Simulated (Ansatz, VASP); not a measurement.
# AsP in two plane-wave programs, part 2 of 2

Aim: how closely do two programs agree when they are given the same cell, functional and k mesh? Of the first pair: The structure shown is the start of the Ansatz relaxation below; VASP solves that cell, so the two are compared at the walk's first step.

VASP 6.6.1 and Ansatz 0.2.0.

So far. Step 4 (Comparison): The forces differ by 58 meV/Å r.m.s., which is 4.9 % of the r.m.s. force of 1.184 eV/Å (both taken over all components). With vacuum in the cell, a pressure given here is an average over mostly empty space and none of the material.

**6. Ansatz: relaxation, PBEsol**

Level of this step: Ansatz beside VASP: Kohn-Sham DFT, plane waves, PBEsol (Ansatz).

This run makes the geometry at which the two programs are then compared.

The structure compared here is the end of the Ansatz relaxation.

input.yaml

```yaml
crystal:
  lattice:
    - [3.2727468745, 0.0, 0.0]
    - [-1.6363734372, 2.8342819335, 0.0]
    - [0.0, 0.0, 29.7]
  atoms:
    - { symbol: P, position: [0.3333333333, 0.6666666667, 0.4791012333] }
    - { symbol: As, position: [0.6666666667, 0.3333333333, 0.5208987667] }
  periodic: [true, true, false]
kpoints:
  mp_grid: { grid: [9, 9, 1] }
hamiltonian:
  xc: pbesol
  pseudopotentials: { kind: paw, azcp: { folder: soft_1 }, xc_functional: pbe }
scf:
  occupations: { method: fermi_dirac, width: 0.02 }
relax:
  f_tol: 0.01
  max_steps: 100
  cell: {}
output:
  write_density: true
  write_potential: true
  elf: true
  volumetric_format: npy
```

Launch:

```
$ ansatz run input.yaml --threads 4 --pin off --max-ram 17510MiB --backend cpu --events-out ev --progress --plain --runs-dir out
```

Numbers of over 12 decimals in the logs are rounded to 6 here.

Output:

```text
[...]
Crystal: 2 atoms, lattice volume = 275.494 Å³
Basis set: ecut = 420 eV, 5499 PW (Γ), exchange–correlation on 48×48×400 points (8 copies of the dense FFT grid, shifted against one another)
Bands: 14, of which v1, the nominal top of the filled ones, is band 10 counted from 1 (9 counted from 0)
Symmetry: 6 space group operations
[...]
k-points: 12 of 81 (time reversal used)
[...]
° read free of the cell's end (the report's vacuum.weakly_bound_levels)
--- Relaxed structure (5 steps of the walk, 5 accepted, 1 SCFs on fresh bases) ---
[...]
cell:  # Å, volume = 297.5438 Å³
    - [3.401198, -3.000048233816175e-11, 0]
    - [-1.700599, 2.945524, 0]
    - [0, 0, 29.7]
  atoms:
    - { symbol: P, position: [0.333333, 0.666667, 0.477781] }
    - { symbol: As, position: [0.666667, 0.333333, 0.522219] }
[key lines of the parts left out:]
SCF converged after 7 iterations
Free energy (F): -5552.811850 eV
Fermi energy:    -4.889046 eV
P = ½ c Tr σ = 0.0133 N/m
```

**7. VASP: single point, PBEsol, relaxed cell, pair 2**

The same cell, functional, mesh and smearing now go to VASP, with its own data sets.

INCAR

```
SYSTEM = AsP
PREC = Accurate
ENCUT = 400
EDIFF = 1E-06
NELM = 120
ISMEAR = -1
SIGMA = 0.02
LREAL = .FALSE.
ALGO = Normal
GGA = PS
NBANDS = 11
LORBIT = 11
LWAVE = .FALSE.
LCHARG = .FALSE.
ISIF = 2
LDIPOL = .TRUE.
IDIPOL = 3
DIPOL = 0.5 0.5 0.5
LVHAR = .TRUE.
LASPH = .TRUE.
GGA_COMPAT = .FALSE.
EFERMI = MIDGAP
NELMDL = -8
```

POSCAR

```
AsP
1.0
    3.4011980971      0.0000000000      0.0000000000
   -1.7005990485      2.9455239554      0.0000000000
    0.0000000000      0.0000000000     29.7000000000
P As
1 1
Direct
    0.3333333333      0.6666666667      0.4777810017
    0.6666666666      0.3333333334      0.5222189983
```

KPOINTS

```
Automatic mesh
0
Gamma
9 9 1
0 0 0
```

PAW data sets: P and As (PBE family, release 64).

Launch:

```
$ mpirun -np 1 vasp_std
```

Output:

```text
[banner, memory and clock lines left out]
running    1 mpi-ranks, on    1 nodes
[...]
[... a notice as in an earlier step ...]

 LDA part: xc-table for (Slater+PW92), standard interpolation
 POSCAR, INCAR and KPOINTS ok, starting setup
[...]
entering main loop
       N       E                     dE             d eps       ncg     rms          rms(c)
DAV:   1     0.598114837287E+02    0.59811E+02   -0.25951E+03   264   0.476E+02
DAV:   2    -0.505737874756E+01   -0.64869E+02   -0.55904E+02   451   0.902E+01
DAV:   3    -0.106843426181E+02   -0.56270E+01   -0.56207E+01   412   0.373E+01
DAV:   4    -0.107287421977E+02   -0.44400E-01   -0.44382E-01   417   0.391E+00
[...]
DAV:  22    -0.106104004027E+02   -0.23316E-05   -0.40776E-08   328   0.470E-04    0.178E-04
DAV:  23    -0.106104018528E+02   -0.14501E-05   -0.31033E-08   298   0.373E-04    0.120E-04
DAV:  24    -0.106104025717E+02   -0.71883E-06   -0.10077E-08   293   0.229E-04
   1 F= -.10610403E+02 E0= -.10610403E+02  d E =-.616490E-19
```

OUTCAR, selected parts (step 7):

```text
  Total        0.0788508      0.0788508      0.0658270      0.0000000      0.0000000      0.0000000
  in kB        0.4245862      0.4245862      0.3544570      0.0000000      0.0000000      0.0000000
  external PRESSURE =       0.4012098 kB  Pullay stress =       0.0000000 kB

 POSITION                                       TOTAL-FORCE (eV/Angst)
 -----------------------------------------------------------------------------------
     -0.00000      1.96368     14.19010         0.000000     -0.000000     -0.054122
      1.70060      0.98184     15.50990        -0.000000      0.000000      0.054122
 -----------------------------------------------------------------------------------
    total drift:                                0.000000      0.000000     -0.000113

  FREE ENERGIE OF THE ION-ELECTRON SYSTEM (eV)
  ---------------------------------------------------
  free  energy   TOTEN  =       -10.6104025717 eV

  energy  without entropy=      -10.6104025717  energy(sigma->0) =      -10.61040257

[... 1 part as in an earlier step ...]

[... 2 further parts left out ...]
[key lines of the parts left out:]
E-fermi :  -3.4394
```

**8. Comparison**

What differs besides the data sets and the points named for the pairs above, as far as they apply: the data sets hold 20 valence electrons in Ansatz (on its PAW soft_1 files) and 10 in VASP. Total energies have different zeros and are not compared.

The two programs side by side:

| quantity | Ansatz | VASP | difference |
| --- | --- | --- | --- |
| gap on the k mesh (eV) | 1.681 | 1.686 | -0.005 |

Forces (eV/Å; atoms numbered as in POSCAR):

| atom | Ansatz x, y, z | VASP x, y, z |
| --- | --- | --- |
| P1 | 0.000, 0.000, 0.001 | 0.000, 0.000, -0.054 |
| As2 | 0.000, 0.000, -0.001 | 0.000, 0.000, 0.054 |

The forces differ by 32 meV/Å r.m.s., where the r.m.s. force is 0.001 eV/Å in Ansatz and 0.031 eV/Å in VASP: the atoms lie near their places of rest in Ansatz, so a percentage would say little (all taken over all components). A gap on the mesh is an upper bound, since the band edges may lie between its points. With vacuum in the cell, a pressure given here is an average over mostly empty space and none of the material.

**9. Summary of results**

```json
{
 "r.m.s. force difference (single point, PBEsol, start cell, pair 1)": "4.9 % of the r.m.s. force",
 "r.m.s. force difference (single point, PBEsol, relaxed cell, pair 2)": "32 meV/Å"
}
```

The r.m.s. force difference is 32 meV/Å (single point, PBEsol, relaxed cell, pair 2), beyond the 12 meV/Å picked in this series as the mark of a large difference. The data sets hold unlike numbers of valence electrons (20 in Ansatz and 10 in VASP), so part of the differences comes from the potentials. Single point, PBEsol, start cell, pair 1, VASP with the data sets P and As_d and a cutoff of 520 eV: r.m.s. force difference goes from 58 to 20 meV/Å. What causes the difference of the single point, PBEsol, relaxed cell, pair 2 pair stays open here. How closely two codes agree says nothing of how well the functional describes the real material.

[Lines on the potential files, build, host, timing and source positions are cut from VASP's logs without a mark.]

[Logs are printed without paths, hosts, clocks, repeated set-up lines and the standing remarks that a program may print on its own settings, such as how far it seeks lower states.]

[Hosts, paths, dates, database ids (printed as entryN), source tags and the programs' standing remarks are cut or masked in the printed files.]
